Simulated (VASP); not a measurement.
Se (trig): the bulk modulus from VASP (plane waves, PAW) at several levels of theory. Static lattice, third-order Birch-Murnaghan fit over five volumes.

```json
[
 {"level": "optB88-vdW", "bulk modulus (GPa)": "19.2"},
 {"level": "SCAN", "bulk modulus (GPa)": "10.7"},
 {"level": "r2SCAN", "bulk modulus (GPa)": "8.7"},
 {"level": "r2SCAN+rVV10", "bulk modulus (GPa)": "14.7"}
]
```

The cell of the optB88-vdW run:

```yaml
crystal:
  lattice:
    - [2.10162, -3.64012, 0.00000]
    - [2.10162, 3.64012, 0.00000]
    - [0.00000, 0.00000, 5.16640]
  atoms:
    - { symbol: Se, position: [0.00000, 0.24099, 0.66667] }
    - { symbol: Se, position: [0.75901, 0.75901, 0.00000] }
    - { symbol: Se, position: [0.24099, 0.00000, 0.33333] }
```

Only levels that ran to the end are used. Left out are those held back, those with too coarse a band path, GW runs whose mesh misses a band edge, hybrids' fits of cells that aren't cubic and levels without matching references; a question may draw on a part of the rest.

The compound is Se in the trig structure.
